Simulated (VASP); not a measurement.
The system is CaB2.

```
CELL_PARAMETERS angstrom
3.22643 0.00000 0.00000
-1.61322 2.79417 0.00000
0.00000 0.00000 4.06739
ATOMIC_POSITIONS crystal
Ca 0.00000 0.00000 0.00000
B 0.66667 0.33333 0.50000
B 0.33333 0.66667 0.50000
```

The cell comes from a database or a generator and needn't be the stable form of this composition.

Base run:

| Item | Value |
| --- | --- |
| Program | VASP 6.6.1 |
| Functional | SCAN |
| Potentials or basis | VASP PAW PBE potentials, release 64 (Ca_sv, B) |
| Cutoff | 520 eV |
| k mesh | 9 × 9 × 7 |
| Occupations | fermi-dirac, width 0.05 eV |
| Spin | no spin polarisation |

Its results: pressure -1.0 GPa.

Q: The run is repeated on the same cell with these changes: functional from SCAN to TPSS. What comes out?

A: Pressure -0.3 GPa.

Caveats: the PAW data sets were made with another functional, which shifts forces and pressure a little.

Not every run made on this cell is shown here.
